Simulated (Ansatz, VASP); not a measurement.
# One calculation of Ge3SbSe, two programs

```xyz
5
Lattice="5.1574 0.0000 0.0000 0.0000 5.1574 0.0000 0.0000 0.0000 5.1574" Properties=species:S:1:pos:R:3 pbc="T T T"
Ge    2.5787    0.0000    0.0000
Ge    0.0000    2.5787    0.0000
Ge    0.0000    0.0000    2.5787
Sb    2.5787    2.5787    2.5787
Se    0.0000    0.0000    0.0000
```

Change from the starting cell: species swapped into the Gd3SnC type (Pm-3m, No. 221).

Alike in both runs: functional PBE; k mesh 8 × 8 × 8; occupations gaussian, width 0.1 eV; no spin polarisation.

Ansatz relaxed the structure, and its values are those at the end. VASP's run is a single point on that final structure, the one shown.

|  | VASP | Ansatz |
| --- | --- | --- |
| version | VASP 6.6.1 | Ansatz 0.2.0 |
| potentials or method | VASP PAW PBE potentials, release 64 (Ge_d, Sb, Se) | scalar-relativistic, plane waves, PAW |
| plane-wave cutoff (eV) | 520 | 420 |
| valence electrons in the cell | 53 | 73 |

|  | VASP | Ansatz | Ansatz less VASP |
| --- | --- | --- | --- |
| gap on the k mesh at the Fermi level (eV) | none | none | - |
| pressure (GPa) | 0.0 | 0.0 | +0.04 |

A gap of «none» marks a metal or a gap that the smearing closes. The two sets of potentials don't hold the same shells in valence.

The runs have no spin-orbit coupling, so splittings on Sb are missing.
